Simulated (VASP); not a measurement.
Given:

```xyz
2
Lattice="0.0000 1.8075 1.8075 1.8075 0.0000 1.8075 1.8075 1.8075 0.0000" Properties=species:S:1:pos:R:3 pbc="T T T"
B      0.0000     0.0000     0.0000
N      0.9038     0.9038     0.9038
```

Method: G0W0 on PBE orbitals, VASP's PBE PAW potentials (set 64) (plane waves; VASP). Run with PREC = Normal, 500 eV cut-off, 4×4×4 Γ-centred mesh, Gaussian smearing of 0.010 eV, potentials B_GW N_GW_new.

The mesh is coarse and the basis finite, so the quasiparticle values are not converged.

NBANDS = 64, ENCUTGW = 150 eV, NOMEGA = 64. The PBE levels (eV) that the step starts from are:

```csv
state,KS energy,filling
"k1 (0.00, 0.00, 0.00), band 1",-11.51,2
"k1 (0.00, 0.00, 0.00), band 2",8.74,2
"k1 (0.00, 0.00, 0.00), band 3",8.74,2
"k1 (0.00, 0.00, 0.00), band 4",8.74,2
"k1 (0.00, 0.00, 0.00), band 5",17.53,0
"k1 (0.00, 0.00, 0.00), band 6",17.53,0
"k1 (0.00, 0.00, 0.00), band 7",17.53,0
"k1 (0.00, 0.00, 0.00), band 8",19.08,0
"k6 (-0.25, 0.25, 0.00), band 1",-7.85,2
"k6 (-0.25, 0.25, 0.00), band 2",1.15,2
"k6 (-0.25, 0.25, 0.00), band 3",3.13,2
"k6 (-0.25, 0.25, 0.00), band 4",6.64,2
"k6 (-0.25, 0.25, 0.00), band 5",18.44,0
"k6 (-0.25, 0.25, 0.00), band 6",20.89,0
"k6 (-0.25, 0.25, 0.00), band 7",21.60,0
"k6 (-0.25, 0.25, 0.00), band 8",23.25,0
"k7 (0.50, 0.50, 0.00), band 1",-5.92,2
"k7 (0.50, 0.50, 0.00), band 2",-0.20,2
"k7 (0.50, 0.50, 0.00), band 3",3.82,2
"k7 (0.50, 0.50, 0.00), band 4",3.82,2
"k7 (0.50, 0.50, 0.00), band 5",13.17,0
"k7 (0.50, 0.50, 0.00), band 6",17.93,0
"k7 (0.50, 0.50, 0.00), band 7",26.66,0
"k7 (0.50, 0.50, 0.00), band 8",26.66,0
```

### Question
Give the quasiparticle energies and renormalisation factors Z.

### Answer

```json
[
 {"state": "k1 (0.00, 0.00, 0.00), band 1", "QP energy (eV)": "-13.46", "Z": "0.78"},
 {"state": "k1 (0.00, 0.00, 0.00), band 2", "QP energy (eV)": "7.87", "Z": "0.82"},
 {"state": "k1 (0.00, 0.00, 0.00), band 3", "QP energy (eV)": "7.87", "Z": "0.82"},
 {"state": "k1 (0.00, 0.00, 0.00), band 4", "QP energy (eV)": "7.87", "Z": "0.82"},
 {"state": "k1 (0.00, 0.00, 0.00), band 5", "QP energy (eV)": "18.79", "Z": "0.83"},
 {"state": "k1 (0.00, 0.00, 0.00), band 6", "QP energy (eV)": "18.79", "Z": "0.83"},
 {"state": "k1 (0.00, 0.00, 0.00), band 7", "QP energy (eV)": "18.79", "Z": "0.83"},
 {"state": "k1 (0.00, 0.00, 0.00), band 8", "QP energy (eV)": "20.19", "Z": "0.81"},
 {"state": "k6 (-0.25, 0.25, 0.00), band 1", "QP energy (eV)": "-9.50", "Z": "0.76"},
 {"state": "k6 (-0.25, 0.25, 0.00), band 2", "QP energy (eV)": "-0.33", "Z": "0.79"},
 {"state": "k6 (-0.25, 0.25, 0.00), band 3", "QP energy (eV)": "1.74", "Z": "0.80"},
 {"state": "k6 (-0.25, 0.25, 0.00), band 4", "QP energy (eV)": "5.58", "Z": "0.82"},
 {"state": "k6 (-0.25, 0.25, 0.00), band 5", "QP energy (eV)": "19.48", "Z": "0.83"},
 {"state": "k6 (-0.25, 0.25, 0.00), band 6", "QP energy (eV)": "22.35", "Z": "0.81"},
 {"state": "k6 (-0.25, 0.25, 0.00), band 7", "QP energy (eV)": "22.86", "Z": "0.81"},
 {"state": "k6 (-0.25, 0.25, 0.00), band 8", "QP energy (eV)": "24.75", "Z": "0.79"},
 {"state": "k7 (0.50, 0.50, 0.00), band 1", "QP energy (eV)": "-7.43", "Z": "0.75"},
 {"state": "k7 (0.50, 0.50, 0.00), band 2", "QP energy (eV)": "-1.86", "Z": "0.78"},
 {"state": "k7 (0.50, 0.50, 0.00), band 3", "QP energy (eV)": "2.53", "Z": "0.81"},
 {"state": "k7 (0.50, 0.50, 0.00), band 4", "QP energy (eV)": "2.53", "Z": "0.81"},
 {"state": "k7 (0.50, 0.50, 0.00), band 5", "QP energy (eV)": "13.82", "Z": "0.84"},
 {"state": "k7 (0.50, 0.50, 0.00), band 6", "QP energy (eV)": "18.70", "Z": "0.84"},
 {"state": "k7 (0.50, 0.50, 0.00), band 7", "QP energy (eV)": "28.38", "Z": "0.77"},
 {"state": "k7 (0.50, 0.50, 0.00), band 8", "QP energy (eV)": "28.38", "Z": "0.77"}
]
```
On the mesh the gap opens from 4.43 to 5.94 eV.

The compound is BN in the zinc blende structure. The cell was not relaxed at this level. The k-mesh is coarse (spacing up to 0.75 per Å, 2π included), so the numbers may not be converged in it.
